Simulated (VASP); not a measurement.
All values below come from PBEsol GGA, VASP's PBE PAW potentials (set 64) (plane waves; VASP 6.6.1).

Input for VASP

POSCAR:
```
LuInO3
3.7985830
  1.0000000000   0.0000000000   0.0000000000
  0.0000000000   1.0000000000   0.0000000000
  0.0000000000   0.0000000000   1.0000000000
Lu In O
1 1 3
Cart
  0.0000000000   0.0000000000   0.0000000000
  0.5000000000   0.5000000000   0.5000000000
  0.0000000000   0.5000000000   0.5000000000
  0.5000000000   0.5000000000   0.0000000000
  0.5000000000   0.0000000000   0.5000000000
```

KPOINTS:
```
Regular mesh
0
Gamma
 6 6 6
```

### INCAR
```
! general
SYSTEM   =  LuInO3
PREC     =  Accurate
ENCUT    =  400   ! plane-wave cut-off (eV)
LREAL    =  .FALSE.
LASPH    =  .TRUE.   ! aspherical one-centre terms

! electronic loop
EDIFF    =  1E-6   ! SCF stop (eV)
NELM     =  100   ! most electronic steps
ALGO     =  Normal   ! blocked Davidson
LMAXMIX  =  6   ! l cut-off of mixed one-centre charges

! smearing
ISMEAR   =  -1   ! Fermi-Dirac
SIGMA    =  0.1   ! width (eV)

! functional
GGA      =  PS   ! PBEsol

! ions
ISIF     =  2   ! forces and stress, cell fixed

! output
LWAVE    =  .FALSE.
LCHARG   =  .FALSE.
```

POTCAR, in this order: Lu_3 In_d O (PBE.64 set). Program: vasp_std.

The run wrote:

OSZICAR:
```
       N       E                     dE             d eps       ncg     rms          rms(c)
DAV:   1     0.312095286245E+03    0.31210E+03   -0.17970E+04  1440   0.189E+03
DAV:   2    -0.105732707608E+02   -0.32267E+03   -0.31631E+03  1592   0.687E+02
DAV:   3    -0.362177687962E+02   -0.25644E+02   -0.25603E+02  1520   0.154E+02
DAV:   4    -0.369901540610E+02   -0.77239E+00   -0.77141E+00  1424   0.227E+01
DAV:   5    -0.370339526072E+02   -0.43799E-01   -0.43760E-01  1368   0.555E+00    0.239E+01
DAV:   6    -0.310771456845E+02    0.59568E+01   -0.27351E+01  1704   0.602E+01    0.171E+01
DAV:   7    -0.310165264219E+02    0.60619E-01   -0.14994E+00  1744   0.140E+01    0.987E+00
DAV:   8    -0.309571611552E+02    0.59365E-01   -0.36459E-01  1744   0.881E+00    0.151E+00
DAV:   9    -0.309478639370E+02    0.92972E-02   -0.11323E-01  1848   0.501E+00    0.347E-01
DAV:  10    -0.309463354171E+02    0.15285E-02   -0.16983E-02  1584   0.174E+00    0.113E-01
DAV:  11    -0.309461557456E+02    0.17967E-03   -0.32252E-03  1736   0.614E-01    0.889E-02
DAV:  12    -0.309461201959E+02    0.35550E-04   -0.42566E-04  1696   0.242E-01    0.201E-02
DAV:  13    -0.309461163044E+02    0.38915E-05   -0.27364E-05  1600   0.703E-02    0.925E-03
DAV:  14    -0.309461160754E+02    0.22896E-06   -0.17472E-06   888   0.148E-02
   1 F= -.30946116E+02 E0= -.30945003E+02  d E =-.222649E-02
```

**OUTCAR**
```
------------------------ aborting loop because EDIFF is reached ----------------------------------------
  FORCE on cell =-STRESS in cart. coord.  units (eV):
  Direction    XX          YY          ZZ          XY          YZ          ZX
  --------------------------------------------------------------------------------------
  Total       15.6635040     15.6635040     15.6635040     -0.0000000     -0.0000000      0.0000000
  in kB      457.8620444    457.8620444    457.8620444     -0.0000000     -0.0000000      0.0000000
  external PRESSURE =     457.8620444 kB  Pullay stress =       0.0000000 kB
  volume of cell :       54.81
      direct lattice vectors                 reciprocal lattice vectors
     3.798583000  0.000000000  0.000000000     0.263256062  0.000000000  0.000000000
     0.000000000  3.798583000  0.000000000     0.000000000  0.263256062  0.000000000
     0.000000000  0.000000000  3.798583000     0.000000000  0.000000000  0.263256062
 POSITION                                       TOTAL-FORCE (eV/Angst)
 -----------------------------------------------------------------------------------
      0.00000      0.00000      0.00000         0.000000      0.000000      0.000000
      1.89929      1.89929      1.89929         0.000000      0.000000      0.000000
      0.00000      1.89929      1.89929         0.000000      0.000000      0.000000
      1.89929      1.89929      0.00000         0.000000      0.000000      0.000000
      1.89929      0.00000      1.89929         0.000000      0.000000      0.000000
 -----------------------------------------------------------------------------------
    total drift:                                0.000000      0.000000      0.000000
  FREE ENERGIE OF THE ION-ELECTRON SYSTEM (eV)
  ---------------------------------------------------
  free  energy   TOTEN  =       -30.9461160754 eV

  energy  without entropy=      -30.9438895844  energy(sigma->0) =      -30.94500283
```
(Selected blocks of OUTCAR.)

At this cut-off the stress carries a Pulay error, which pulls relaxed volumes low.

The structure was generated: LuInO3 was put into an ordered model structure, which need not be its known phase. The cell was not relaxed at this level, and its volume differs by -5.9 % from the start's.
